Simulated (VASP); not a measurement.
Calculation: PBEsol GGA, VASP's PBE PAW potentials (set 64) (plane waves; VASP).

The input files of a VASP run:

**POSCAR**
```
BaTiO3
1
    3.9661232582     0.0000000000     0.0000000000
    0.0000000000     3.9661232582     0.0000000000
    0.0000000000     0.0000000000     4.0773199001
Ba Ti O
1 1 3
Direct
  0.0000000000   0.0000000000   0.0038885062
  0.5000000000   0.5000000000   0.5205695899
  0.5000000000   0.5000000000   0.9709979898
  0.0000000000   0.5000000000   0.4842719571
  0.5000000000   0.0000000000   0.4842719571
```

**KPOINTS**
```
Automatic mesh
0
Gamma
6 6 6
0 0 0
```

### INCAR
```
# general
SYSTEM =BaTiO3
PREC   =Accurate
ENCUT  =520
LREAL  =.False.
LASPH  =.True.

# electronic loop
EDIFF  =1E-7
NELM   =100
ALGO   =Normal
LMAXMIX=4

# smearing
ISMEAR =-5

# functional
GGA    =PS

# ions
ISIF   =2

# output
LWAVE  =.False.
LCHARG =.True.
LORBIT =11
NEDOS  =601

# other
LEFG   =.True.
```

POTCAR, in this order: Ba_sv Ti_sv O (PBE.64 set). Program: vasp_std.

Output of the run:

### OUTCAR
```
 ion  position               nearest neighbor table
   1  0.000  0.000  0.004-   4 2.79   5 2.79   4 2.79   5 2.79   3 2.81   3 2.81   3 2.81   3 2.81
                             4 2.90   5 2.90   5 2.90   4 2.90   2 3.43   2 3.43   2 3.43   2 3.43
   2  0.500  0.500  0.521-   3 1.84   4 1.99   5 1.99   5 1.99   4 1.99   3 2.24   1 3.43   1 3.43
                             1 3.43   1 3.43   1 3.51   1 3.51   1 3.51   1 3.51
   3  0.500  0.500  0.971-   2 1.84   2 2.24   1 2.81   1 2.81   1 2.81   1 2.81
   4  0.000  0.500  0.484-   2 1.99   2 1.99   1 2.79   1 2.79   1 2.90   1 2.90
   5  0.500  0.000  0.484-   2 1.99   2 1.99   1 2.79   1 2.79   1 2.90   1 2.90
  LATTYP: Found a simple tetragonal cell.
 ALAT       =     3.9661232582
 C/A-ratio  =     1.0280366077
 Subroutine PRICEL returns:
 Original cell was already a primitive cell.
 Subroutine GETGRP returns: Found  8 space group operations
The static configuration has the point symmetry C_4v.
The dynamic configuration has the point symmetry C_4v.
 Subroutine INISYM returns: Found  8 space group operations
 Subroutine IBZKPT returns following result:
 Found     40 irreducible k-points:

 Following reciprocal coordinates:
            Coordinates               Weight
  0.000000  0.000000  0.000000      1.000000
  0.166667  0.000000  0.000000      4.000000
  0.333333  0.000000  0.000000      4.000000
...
```

**OSZICAR**
```
       N       E                     dE             d eps       ncg     rms          rms(c)
DAV:   1     0.449487600032E+03    0.44949E+03   -0.21387E+04  1920   0.181E+03
DAV:   2    -0.722046306848E+01   -0.45671E+03   -0.44903E+03  2400   0.488E+02
DAV:   3    -0.501940386769E+02   -0.42974E+02   -0.42922E+02  2864   0.143E+02
DAV:   4    -0.519915455167E+02   -0.17975E+01   -0.17967E+01  2776   0.264E+01
DAV:   5    -0.520542978665E+02   -0.62752E-01   -0.62750E-01  2688   0.362E+00    0.239E+01
DAV:   6    -0.421951206171E+02    0.98592E+01   -0.69343E+01  3008   0.775E+01    0.103E+01
DAV:   7    -0.421594980896E+02    0.35623E-01   -0.11210E+01  2496   0.248E+01    0.688E+00
DAV:   8    -0.420084057832E+02    0.15109E+00   -0.13910E+00  2560   0.118E+01    0.234E+00
DAV:   9    -0.420116079349E+02   -0.32022E-02   -0.20439E-01  2360   0.341E+00    0.102E+00
DAV:  10    -0.420053517782E+02    0.62562E-02   -0.86044E-02  2672   0.253E+00    0.553E-01
DAV:  11    -0.420022859237E+02    0.30659E-02   -0.28848E-02  2840   0.123E+00    0.147E-01
DAV:  12    -0.420019772003E+02    0.30872E-03   -0.23198E-03  2352   0.454E-01    0.357E-02
DAV:  13    -0.420020650725E+02   -0.87872E-04   -0.85578E-04  2672   0.262E-01    0.762E-02
DAV:  14    -0.420019780832E+02    0.86989E-04   -0.43170E-04  2640   0.164E-01    0.718E-03
DAV:  15    -0.420019788017E+02   -0.71846E-06   -0.14692E-05  2296   0.263E-02    0.389E-03
DAV:  16    -0.420019792980E+02   -0.49632E-06   -0.30148E-06  2552   0.163E-02    0.626E-03
DAV:  17    -0.420019786840E+02    0.61401E-06   -0.25505E-06  2592   0.125E-02    0.488E-04
DAV:  18    -0.420019786942E+02   -0.10272E-07   -0.95391E-08  1208   0.225E-03
   1 F= -.42001979E+02 E0= -.42001979E+02  d E =0.000000E+00
```

**OUTCAR**
```
------------------------ aborting loop because EDIFF is reached ----------------------------------------
  FORCE on cell =-STRESS in cart. coord.  units (eV):
  Direction    XX          YY          ZZ          XY          YZ          ZX
  --------------------------------------------------------------------------------------
  Total       -0.0041075     -0.0041075     -0.0254287      0.0000000      0.0000000      0.0000000
  in kB       -0.1026091     -0.1026091     -0.6352240      0.0000000      0.0000000      0.0000000
  external PRESSURE =      -0.2801474 kB  Pullay stress =       0.0000000 kB
  volume of cell :       64.14
      direct lattice vectors                 reciprocal lattice vectors
     3.966123258  0.000000000  0.000000000     0.252135381  0.000000000  0.000000000
     0.000000000  3.966123258  0.000000000     0.000000000  0.252135381  0.000000000
     0.000000000  0.000000000  4.077319900     0.000000000  0.000000000  0.245259147
 POSITION                                       TOTAL-FORCE (eV/Angst)
 -----------------------------------------------------------------------------------
      0.00000      0.00000      0.01585         0.000000     -0.000000     -0.008556
      1.98306      1.98306      2.12253        -0.000000     -0.000000     -0.010376
      1.98306      1.98306      3.95907        -0.000000      0.000000      0.018378
      0.00000      1.98306      1.97453        -0.000000     -0.000000      0.000277
      1.98306      0.00000      1.97453        -0.000000     -0.000000      0.000277
 -----------------------------------------------------------------------------------
    total drift:                                0.000000      0.000000     -0.000485
  FREE ENERGIE OF THE ION-ELECTRON SYSTEM (eV)
  ---------------------------------------------------
  free  energy   TOTEN  =       -42.0019786942 eV

  energy  without entropy=      -42.0019786942  energy(sigma->0) =      -42.00197869

 total charge

# of ion       s       p       d       tot
------------------------------------------
    1        2.003   5.633   0.338   7.975
    2        2.223   6.283   1.775  10.281
    3        1.564   3.449   0.000   5.013
    4        1.559   3.453   0.000   5.011
    5        1.559   3.453   0.000   5.011
--------------------------------------------------
tot          8.908  22.270   2.113  33.291
```
(Selected blocks of OUTCAR.)

**OUTCAR**
```
 val. band max:        3.8113234918   @ k =   0.5000   0.5000   0.5000

 cond. band min:       5.5765735210   @ k =   0.0000   0.0000   0.0000


 Fermi energy:         3.8784241008

 k-point     1 :       0.0000    0.0000    0.0000
  band No.  band energies     occupation
      1     -52.4735      2.00000
      2     -28.8855      2.00000
      3     -28.8016      2.00000
      4     -28.8016      2.00000
      5     -21.1055      2.00000
      6     -13.1231      2.00000
      7     -12.4822      2.00000
      8     -12.3913      2.00000
      9      -6.3163      2.00000
     10      -6.2641      2.00000
     11      -6.2641      2.00000
     12       1.3384      2.00000
     13       1.4059      2.00000
     14       1.4059      2.00000
     15       2.3121      2.00000
     16       2.3121      2.00000
     17       2.5335      2.00000
     18       3.2310      2.00000
     19       3.3642      2.00000
     20       3.3642      2.00000
     21       5.5766      0.00000
     22       6.0046      0.00000
     23       6.0046      0.00000
     24       7.9608      0.00000

 k-point     2 :       0.1667    0.0000    0.0000
  band No.  band energies     occupation
      1     -52.4731      2.00000
      2     -28.8849      2.00000
      3     -28.8168      2.00000
      4     -28.8010      2.00000
      5     -21.0735      2.00000
      6     -13.1471      2.00000
      7     -12.4644      2.00000
      8     -12.3652      2.00000
      9      -6.2742      2.00000
     10      -6.2181      2.00000
     11      -6.1654      2.00000
     12       0.9439      2.00000
     13       1.2678      2.00000
     14       1.3335      2.00000
     15       1.9423      2.00000
     16       2.0948      2.00000
     17       2.3764      2.00000
     18       2.8101      2.00000
     19       3.0890      2.00000
     20       3.2213      2.00000
     21       6.0000      0.00000
     22       6.1463      0.00000
     23       6.2364      0.00000
     24       8.0463      0.00000
...
```

Unless said otherwise, spin-orbit coupling is left out, though it shifts the bands of the heavy elements here.

The compound is BaTiO3 in the tetragonal perovskite structure. It was relaxed first.
